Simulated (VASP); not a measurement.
The system is SiNi.

```
CELL_PARAMETERS angstrom
5.17310 0.00000 0.00000
0.00000 3.33810 0.00000
0.00000 0.00000 5.60490
ATOMIC_POSITIONS crystal
Si 0.32128 0.75000 0.08250
Si 0.17872 0.25000 0.58250
Si 0.82128 0.75000 0.41750
Si 0.67872 0.25000 0.91750
Ni 0.00779 0.25000 0.18752
Ni 0.49221 0.75000 0.68752
Ni 0.50779 0.25000 0.31248
Ni 0.99221 0.75000 0.81248
```

```yaml
Program: VASP 6.6.1
Task: relaxation of cell and atoms
Functional: r2SCAN
Potentials_or_basis: VASP PAW PBE potentials, release 64 (Si, Ni)
Cutoff: 600 eV
k_mesh: 8 × 12 × 8
Occupations: methfessel-paxton, width 0.1 eV
Spin: no spin polarisation
```

At the start: pressure -3.3 GPa; volume 12.10 Å³/atom.

How do energy, volume and symmetry change on relaxing?

Over 15 steps the energy falls by 3.2 meV/atom and the volume is 11.89 Å³/atom (-1.7 %); space group Pnma (No. 62, to 0.05 Å).

Step by step:
| step | energy change (eV) | largest force (eV/Å) | pressure (GPa) | volume (Å³) |
| --- | --- | --- | --- | --- |
| 1 | 0.0000 | 0.1339 | -3.26 | 96.79 |
| 2 | -0.0018 | 0.0539 | 3.76 | 93.38 |
| 3 | -0.0204 | 0.0602 | 0.21 | 95.02 |
| 4 | -0.0232 | 0.0398 | 0.16 | 95.08 |
| 5 | -0.0248 | 0.0452 | 0.10 | 95.17 |
| 6 | -0.0249 | 0.0413 | 0.09 | 95.16 |
| 7 | -0.0253 | 0.0274 | -0.21 | 95.27 |
| 8 | -0.0254 | 0.0223 | -0.25 | 95.32 |
| 9 | -0.0257 | 0.0149 | -0.04 | 95.20 |
| 10 | -0.0257 | 0.0126 | 0.06 | 95.13 |
| 11 | -0.0257 | 0.0127 | 0.10 | 95.10 |
| 12 | -0.0258 | 0.0109 | 0.05 | 95.12 |
| 13 | -0.0258 | 0.0109 | 0.06 | 95.13 |
| 14 | -0.0259 | 0.0121 | 0.01 | 95.15 |
| 15 | -0.0259 | 0.0065 | 0.02 | 95.15 |

Final structure:
```
Si Ni
1.0
     5.09321    0.00000    0.00000
     0.00000    3.35390    0.00000
     0.00000    0.00000    5.57043
Si Ni
4 4
Direct
  0.32094 0.75000 0.08399
  0.17906 0.25000 0.58399
  0.82094 0.75000 0.41601
  0.67906 0.25000 0.91601
  0.00801 0.25000 0.18928
  0.49199 0.75000 0.68928
  0.50801 0.25000 0.31072
  0.99199 0.75000 0.81072
```

Caveat: the PAW data sets were made with another functional, which shifts forces and pressure a little.
